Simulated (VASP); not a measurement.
VASP input:

File POSCAR:
```
CoGa
1
    2.9376000000     0.0000000000     0.0000000000
    0.0000000000     2.9376000000     0.0000000000
    0.0000000000     0.0000000000     2.9376000000
Ga Co
1 1
Direct
  0.5000000000   0.5000000000   0.5000000000
  0.0000000000   0.0000000000   0.0000000000
```

INCAR:
```
SYSTEM = CoGa
PREC = Accurate
ENCUT = 400
EDIFF = 1E-6
NELM = 100
ALGO = Normal
LREAL = .FALSE.
LASPH = .TRUE.
ISMEAR = 1
SIGMA = 0.1
GGA = PE
LMAXMIX = 4
LWAVE = .FALSE.
LCHARG = .FALSE.
ISIF = 2
ISPIN = 2
MAGMOM = 1.0 1.0 1.0 1.0
```

### KPOINTS
```
Automatic mesh
0
Gamma
9 9 9
0 0 0
```

POTCAR, in this order: Ga_d Co (PBE.64 set). Program: vasp_std.

**Question.** One choice in this input is risky. Which, and does it do harm here?

**Answer.** The risk: MAGMOM holds more values than there are atoms. Here it does no harm: the run (PBE GGA, plane waves, VASP's PBE PAW potentials (set 64)) converges to the same energy and pressure as with the safe setting.
OSZICAR:
```
...
DAV:   2    -0.697884764018E+01   -0.90165E+02   -0.87795E+02  2328   0.302E+02
DAV:   3    -0.110623450542E+02   -0.40835E+01   -0.40485E+01  2512   0.675E+01
DAV:   4    -0.111245385580E+02   -0.62194E-01   -0.62177E-01  3072   0.781E+00
DAV:   5    -0.111263103420E+02   -0.17718E-02   -0.17718E-02  2696   0.113E+00    0.115E+01
DAV:   6    -0.127147278369E+02   -0.15884E+01   -0.23519E+01  2432   0.605E+01    0.127E+01
DAV:   7    -0.104571648923E+02    0.22576E+01   -0.10407E+01  2320   0.446E+01    0.212E+00
DAV:   8    -0.104416678598E+02    0.15497E-01   -0.20935E-01  2544   0.456E+00    0.107E+00
DAV:   9    -0.104349071757E+02    0.67607E-02   -0.14473E-02  3288   0.146E+00    0.315E-01
DAV:  10    -0.104339620561E+02    0.94512E-03   -0.14612E-03  3256   0.476E-01    0.112E-01
DAV:  11    -0.104339307029E+02    0.31353E-04   -0.12318E-04  3376   0.135E-01    0.515E-02
DAV:  12    -0.104339504246E+02   -0.19722E-04   -0.55504E-05  3144   0.777E-02    0.377E-02
DAV:  13    -0.104339717757E+02   -0.21351E-04   -0.47139E-05  3160   0.626E-02    0.280E-02
DAV:  14    -0.104339976178E+02   -0.25842E-04   -0.62221E-05  3048   0.673E-02    0.363E-02
DAV:  15    -0.104338969988E+02    0.10062E-03   -0.64141E-04  2912   0.219E-01    0.373E-02
DAV:  16    -0.104334338943E+02    0.46310E-03   -0.29081E-03  2872   0.450E-01    0.122E-01
DAV:  17    -0.104338963974E+02   -0.46250E-03   -0.42867E-03  2760   0.581E-01    0.327E-02
DAV:  18    -0.104339755897E+02   -0.79192E-04   -0.17592E-04  3112   0.985E-02    0.311E-02
DAV:  19    -0.104340276275E+02   -0.52038E-04   -0.16667E-04  2920   0.108E-01    0.353E-02
DAV:  20    -0.104340977716E+02   -0.70144E-04   -0.24431E-04  3040   0.128E-01    0.420E-02
DAV:  21    -0.104341246651E+02   -0.26893E-04   -0.22538E-05  3168   0.386E-02    0.423E-02
DAV:  22    -0.104340637243E+02    0.60941E-04   -0.13493E-04  2824   0.101E-01    0.400E-02
DAV:  23    -0.104340540472E+02    0.96771E-05   -0.11880E-05  2960   0.260E-02    0.382E-02
DAV:  24    -0.104340138337E+02    0.40213E-04   -0.76268E-05  2704   0.736E-02    0.349E-02
DAV:  25    -0.104334715308E+02    0.54230E-03   -0.56032E-03  2752   0.637E-01    0.105E-01
DAV:  26    -0.104338621151E+02   -0.39058E-03   -0.98913E-04  2856   0.301E-01    0.366E-02
DAV:  27    -0.104339323793E+02   -0.70264E-04   -0.77063E-04  2904   0.231E-01    0.298E-02
DAV:  28    -0.104339521562E+02   -0.19777E-04   -0.18249E-05  2320   0.409E-02    0.273E-02
DAV:  29    -0.104339830146E+02   -0.30858E-04   -0.95556E-05  2720   0.840E-02    0.304E-02
DAV:  30    -0.104339899304E+02   -0.69158E-05   -0.41882E-06  2352   0.166E-02    0.309E-02
DAV:  31    -0.104339962331E+02   -0.63027E-05   -0.26525E-06  1320   0.139E-02    0.314E-02
DAV:  32    -0.104339982354E+02   -0.20024E-05   -0.50357E-07  1232   0.559E-03    0.318E-02
DAV:  33    -0.104339800874E+02    0.18148E-04   -0.21281E-05  2240   0.415E-02    0.305E-02
DAV:  34    -0.104339820926E+02   -0.20052E-05   -0.51747E-07  1208   0.767E-03    0.303E-02
DAV:  35    -0.104339891116E+02   -0.70190E-05   -0.38610E-06  1360   0.158E-02    0.312E-02
DAV:  36    -0.104339734231E+02    0.15688E-04   -0.17176E-05  2056   0.371E-02    0.299E-02
DAV:  37    -0.104339324775E+02    0.40946E-04   -0.12759E-04  2832   0.948E-02    0.283E-02
DAV:  38    -0.104339121530E+02    0.20325E-04   -0.59058E-05  3080   0.609E-02    0.280E-02
DAV:  39    -0.104339143994E+02   -0.22464E-05   -0.14562E-06  1920   0.119E-02    0.274E-02
DAV:  40    -0.104339146371E+02   -0.23775E-06   -0.86508E-08  1200   0.336E-03
   1 F= -.10433915E+02 E0= -.10433614E+02  d E =-.901120E-03  mag=     0.1256
```

The compound is CoGa in the CsCl type structure. The cell was not relaxed at this level.
